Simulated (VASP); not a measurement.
All values below come from PBE GGA with D3 dispersion (zero damping), VASP's PBE PAW potentials (set 64) (plane waves; VASP 6.6.1).

VASP input:

**KPOINTS**
```
K-points
0
gamma
 14 14 14
```

File POSCAR:
```
TiCo
2.9354620
  0.9999998447   0.0000000000   0.0000000000
  0.0000000000   0.9999998447   0.0000000000
  0.0000000000   0.0000000000   0.9999998447
Ti Co
1 1
Cart
  0.0000000000   0.0000000000   0.0000000000
  0.4999999223   0.4999999223   0.4999999223
```

INCAR:
```
NELM = 100   # most electronic steps
LMAXMIX = 4   # l cut-off of mixed one-centre charges
PREC = Accurate
ENCUT = 520
EDIFF = 1E-7   # SCF stop (eV)
LCHARG = T
ALGO = Normal
LORBIT = 11
ISMEAR = -5   # tetrahedra, Bloechl
GGA = PE   # PBE
LREAL = F
LASPH = T   # aspherical one-centre terms
NEDOS = 601   # DOS grid
SYSTEM = TiCo
ISIF = 2
LWAVE = F
IVDW = 11
```

POTCAR, in this order: Ti_sv Co (PBE.64 set). Program: vasp_std.

Task: Predict the energy per atom (σ→0), dispersion energy, band gap (on the k-mesh).

Result: 
```json
{
 "energy per atom (σ→0)": "-8.258 eV/atom",
 "dispersion_energy": "-0.896 eV",
 "band gap (on the k-mesh)": "none (metal, semimetal or under 0.01 eV)"
}
```

File OSZICAR:
```
...
DAV:  10    -0.156215261130E+02    0.15186E-01   -0.79814E-02  5114   0.360E+00    0.513E-01
DAV:  11    -0.156199600347E+02    0.15661E-02   -0.58220E-03  4384   0.853E-01    0.284E-01
DAV:  12    -0.156193258374E+02    0.63420E-03   -0.26390E-03  4860   0.459E-01    0.504E-02
DAV:  13    -0.156193173446E+02    0.84928E-05   -0.89608E-05  3886   0.958E-02    0.284E-02
DAV:  14    -0.156193202698E+02   -0.29252E-05   -0.31557E-05  5152   0.555E-02    0.322E-03
DAV:  15    -0.156193201014E+02    0.16843E-06   -0.86402E-07  3714   0.118E-02    0.976E-04
DAV:  16    -0.156193200896E+02    0.11752E-07   -0.51095E-08  2106   0.340E-03
   1 F= -.16515065E+02 E0= -.16515065E+02  d E =0.000000E+00
```

The compound is TiCo in the CsCl type structure. It was relaxed first, which changed the volume by -5 %. The run is not spin-polarised, so no magnetic state was tried. The electron count is odd and the run is not spin-polarised, which forces a metal.
